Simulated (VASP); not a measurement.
WF, 2 atoms in the cell. Symmetry: R3m, No. 160, trigonal system. Conventional cell: a = 2.732 Å, b = 2.732 Å, c = 15.209 Å, α = 90.00°, β = 90.00°, γ = 120.00°. W (site symmetry 3m) is surrounded by 1 F at 1.87 Å. F (site symmetry 3m) is surrounded by 1 W at 1.87 Å. The cell was built by a generator and needn't be a form met in nature.

```yaml
Program: VASP 6.6.1
Task: band structure
Functional: LDA
Potentials_or_basis: VASP PAW LDA potentials, release 64 (W_sv, F)
Cutoff: 520 eV
k_mesh: 8 × 8 × 8
Occupations: fermi-dirac, width 0.05 eV
Spin: spin-orbit coupling, no magnetisation
Further_INCAR_settings: ALGO = Normal; EDIFF = 1e-06; NBANDS = 33
```

Potentials or basis: VASP PAW LDA potentials, release 64 (W_sv, F).

Run with:

```sh
$ cat potpaw_LDA.64/W_sv/POTCAR potpaw_LDA.64/F/POTCAR > POTCAR
$ cp INCAR.step1 INCAR
$ cp KPOINTS.step1 KPOINTS
$ mpirun -np 1 vasp_ncl > vasp.out
$ cp INCAR.step2 INCAR
$ cp KPOINTS.step2 KPOINTS
$ mpirun -np 1 vasp_ncl > vasp.out
```

Hardware: 1 thread of Intel(R) Xeon(R) Platinum 8488C (Sapphire Rapids) (shared host).

**Question.** Estimate the wall time of this run.

**Answer.** Wall time 21 min on 1 thread of Intel(R) Xeon(R) Platinum 8488C (Sapphire Rapids), on a shared host, peak memory 0.51 GiB. Counts: scf iterations 8, k points 180.
